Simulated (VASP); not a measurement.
Crystal: TaMo2C3.

```
Ta Mo C
1.0
     3.11664    0.00000    0.00000
    -1.55832    2.69909    0.00000
     0.00000    0.00000    7.68632
Ta Mo C
1 2 3
Direct
  0.00000 0.00000 0.00000
  0.66667 0.33333 0.33077
  0.33333 0.66667 0.66923
  0.66667 0.33333 0.83208
  0.33333 0.66667 0.16792
  0.00000 0.00000 0.50000
```

The cell comes from a database or a generator and needn't be the stable form of this composition.

```yaml
Program: VASP 6.6.1
Task: single point
Functional: PBE
Potentials_or_basis: VASP PAW PBE potentials, release 64 (Ta_pv, Mo_sv, C)
Cutoff: 520 eV
k_mesh: 10 × 10 × 4
Occupations: fermi-dirac, width 0.05 eV
Spin: no spin polarisation
```

On this cell: pressure -2.3 GPa; largest force 0.093 eV/Å; band gap on the k mesh none (metal or under the smearing width).

The same run follows on a disturbed copy (atoms moved at random, drawn with an rms of 0.05 Å):

```
Ta Mo C
1.0
     3.11664    0.00000    0.00000
    -1.55832    2.69909    0.00000
     0.00000    0.00000    7.68632
Ta Mo C
1 2 3
Direct
  0.98833 0.97848 0.00187
  0.68113 0.34611 0.33050
  0.34543 0.66955 0.67153
  0.65303 0.34414 0.83638
  0.34322 0.65935 0.16683
  0.00524 0.99406 0.49434
```

**Question.** What does the disturbed cell give?

**Answer.** The energy (extrapolated to zero smearing) moves by +19.3 meV/atom; pressure -1.1 GPa; largest force 1.451 eV/Å; band gap on the k mesh none (metal or under the smearing width).

Forces in eV/Å, atoms in the order of the input:
```
Ta   0.008  0.649  0.004
Mo   0.101 -0.246 -0.033
Mo  -0.374  0.111 -0.247
C    0.985 -0.835 -0.663
C   -0.611  0.071  0.273
C   -0.109  0.249  0.665
```

Stress tensor (GPa, compression positive):
```
-1.34  0.38 -0.31
 0.38 -0.59  0.13
-0.31  0.13 -1.29
```
